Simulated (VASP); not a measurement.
# From VASP inputs to Ansatz: SnC3 (distorted ordered alloy on diamond lattice)

INCAR

```
ISIF = 2
IBRION = -1
GGA = CA
ISMEAR = -1
LWAVE = .FALSE.
LREAL = .FALSE.
NBANDS = 21
ENCUT = 520
PREC = Accurate
NSW = 0
LASPH = .TRUE.
SIGMA = 0.02
NELM = 120
EDIFF = 1E-7
LCHARG = .FALSE.
```

KPOINTS

```
KPOINTS created by Atomic Simulation Environment
0
Gamma
8 8 8
0 0 0
```

POSCAR

```
C  Sn
 1.0000000000000000
     1.5651999999999999    1.0274000000000001    5.3072999999999997
    -1.5724000000000000    0.9647000000000000    5.3204000000000002
    -0.0579000000000000   -1.7189000000000001    5.2660000000000000
 C   Sn
   3   1
Cartesian
 -0.0069768100000000  0.0041923100000000  0.1775281800000000
  0.0110092599999999  0.1332386099999999  7.5864523500000001
 -0.0198463200000000  0.1048227200000000  6.1079225099999999
 -0.0432592000000002  0.2669543199999998 13.8782907299999998
```

VASP ran with the recommended LDA PAW datasets (26 valence electrons in the cell).

**Question.** Translate these files to an Ansatz input.

**Answer.** 

```yaml
crystal:
  lattice:
    - [1.5652, 1.0274, 5.3073]
    - [-1.5724, 0.9647, 5.3204]
    - [-0.0579, -1.7189, 5.266]
  atoms:
    - { symbol: C, position: [0.0094, 0.0134, 0.0107] }
    - { symbol: C, position: [0.4911, 0.4643, 0.4766] }
    - { symbol: C, position: [0.3859, 0.3826, 0.3844] }
    - { symbol: Sn, position: [0.8825, 0.8742, 0.8628] }
kpoints:
  mp_grid: { grid: [8, 8, 8] }
hamiltonian:
  xc: lda
scf:
  occupations: { method: fermi_dirac, width: 0.02 }
  n_extra_bands: 5
output:
  forces: true
  stress: true
  eigenvalues: true
```

Other inputs would serve too.

```csv
,VASP,Ansatz
gap between bands v and c on the k mesh,-0.01 eV (bands overlap: a metal),0.01 eV
least direct gap on the k mesh,0.20 eV,0.20 eV
pressure,-9.6 GPa,-10.0 GPa
largest force,1.73 eV/Å,1.77 eV/Å
```

The two codes use different PAW datasets and cutoffs. VASP's cell holds 26 valence electrons and Ansatz's 26. LDA means the Perdew–Zunger form with relativistic exchange in VASP and the Perdew–Wang form in Ansatz. Ansatz's stress includes a Pulay correction; VASP's doesn't.
